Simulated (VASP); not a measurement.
Consider the following.

```yaml
crystal:
  lattice:
    - [0.00000, 2.72464, 2.72464]
    - [2.72464, 0.00000, 2.72464]
    - [10.95883, 10.95883, -0.06028]
  atoms:
    - { symbol: Ga, position: [0.01646, 0.01646, 0.98765] }
    - { symbol: Ga, position: [0.00020, 0.00020, 0.24985] }
    - { symbol: Ga, position: [0.98425, 0.98425, 0.51181] }
    - { symbol: As, position: [0.25591, 0.25591, 0.05806] }
    - { symbol: As, position: [0.23969, 0.23969, 0.32024] }
    - { symbol: As, position: [0.22350, 0.22350, 0.58238] }
    - { symbol: As, position: [0.27379, 0.27379, 0.79466] }
    - { symbol: B, position: [0.00621, 0.00621, 0.74535] }
```

Method: PBEsol GGA, VASP's PBE PAW potentials (set 64) (plane waves; VASP 6.6.1). Run with 520 eV cut-off, Gaussian smearing of 0.050 eV, potentials Ga_d As B.

Give the energies of bands 23 to 36 at the high-symmetry points, in eV from the Fermi level.

| band | Γ | T | H2 | L | S0 | F |
|---|---|---|---|---|---|---|
| 23 | -2.05 | -2.05 | -6.83 | -6.87 | -6.83 | -6.64 |
| 24 | -2.05 | -2.05 | -4.76 | -3.83 | -4.76 | -4.01 |
| 25 | -0.86 | -2.03 | -4.56 | -3.75 | -4.54 | -3.83 |
| 26 | -0.86 | -0.96 | -4.33 | -3.51 | -4.37 | -3.53 |
| 27 | -0.62 | -0.96 | -4.14 | -2.79 | -4.12 | -3.22 |
| 28 | -0.62 | -0.33 | -3.11 | -2.62 | -3.14 | -2.45 |
| 29 | -0.50 | -0.33 | -2.85 | -2.60 | -2.85 | -2.15 |
| 30 | 0.00 | -0.21 | -2.58 | -1.75 | -2.59 | -1.60 |
| 31 | 0.00 | -0.21 | -2.38 | -1.58 | -2.35 | -1.32 |
| 32 | 0.00 | 0.05 | 1.88 | 0.82 | 1.79 | 0.62 |
| 33 | 1.09 | 1.58 | 2.08 | 1.65 | 2.32 | 1.07 |
| 34 | 1.66 | 1.88 | 2.86 | 1.89 | 2.52 | 1.13 |
| 35 | 1.98 | 2.15 | 3.14 | 2.00 | 3.50 | 1.88 |
| 36 | 2.82 | 2.90 | 4.11 | 2.28 | 3.75 | 2.26 |

It has no gap at this level: it comes out as a metal or semimetal.

The structure was generated: Ga3As4B was put into an ordered model structure (R3m), which need not be its known phase. It was relaxed first.
